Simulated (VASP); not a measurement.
Data:

```xyz
4
Lattice="3.5964 0.0000 0.0000 -1.7982 3.1146 0.0000 0.0000 0.0000 5.7928" Properties=species:S:1:pos:R:3 pbc="T T T"
Al     0.0000     0.0000     0.0000
Al     0.0000     0.0000     2.8964
P      0.0000     2.0764     1.4482
P      1.7982     1.0382     4.3446
```

All values below come from PBE GGA, VASP's PBE PAW potentials (set 64) (plane waves; VASP 6.6.1). Run with 400 eV cut-off, 13×13×7 Γ-centred mesh, tetrahedra with Blöchl corrections, potentials Al P.

Q: What does the run give for the energy per atom (σ→0), band gap (on the k-mesh) with the smallest direct gap where there is one?

A: 
The band gap (on the k-mesh) comes out as none (metal, semimetal or under 0.01 eV) and the energy per atom (σ→0) is -4.937 eV/atom.

The structure was generated: AlP was put into the NiAs type type (P6_3/mmc), which need not be its known phase. It was relaxed first, which changed the volume by +12 %.
